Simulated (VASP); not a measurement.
Input:

```xyz
2
Lattice="3.5360 -1.8947 -0.0534 3.5360 1.8947 -0.0534 2.5682 0.0000 3.0823" Properties=species:S:1:pos:R:3 pbc="T T T"
As     2.2228     0.0000     0.6861
As     7.4173     0.0000     2.2894
```

Level of theory: PBE GGA with D3 dispersion (Becke-Johnson damping), VASP's PBE PAW potentials (set 64) (plane waves; VASP 6.6.1). Settings: 520 eV cut-off, 13×13×13 Γ-centred mesh, tetrahedra with Blöchl corrections, potentials As.

Q: Predict the energy per atom (σ→0), band gap (on the k-mesh) with the smallest direct gap where there is one.

A: 
The band gap (on the k-mesh) is none (metal, semimetal or under 0.01 eV) and the energy per atom (σ→0) is -5.088 eV/atom.

Total energies compare only between runs with the same potentials, cut-off and functional.

The compound is As in the a7 structure. It was relaxed first.
